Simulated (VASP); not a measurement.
```xyz
4
Lattice="1.5146 -2.6233 0.0000 1.5146 2.6233 0.0000 0.0000 0.0000 4.8887" Properties=species:S:1:pos:R:3 pbc="T T T"
Zn     1.5146    -0.8744     2.4520
Zn     1.5146     0.8744     0.0077
O      1.5146    -0.8744     4.3042
O      1.5146     0.8744     1.8598
```

Computed with PBEsol GGA, VASP's PBE PAW potentials (set 64) (plane waves; VASP). Numerical set-up: 620 eV cut-off, 8×8×5 Γ-centred mesh, Gaussian smearing of 0.050 eV, potentials Zn O.

Q: Predict the energy per atom (σ→0), pressure.

A: 
```json
{
  "energy per atom (σ→0)": "-4.600 eV/atom",
  "pressure": "448.2 kbar"
}
```

The absolute energy has meaning only against runs of the same code, potentials and settings.

The compound is ZnO in the wurtzite structure. It was relaxed first under an external pressure of 45 GPa.
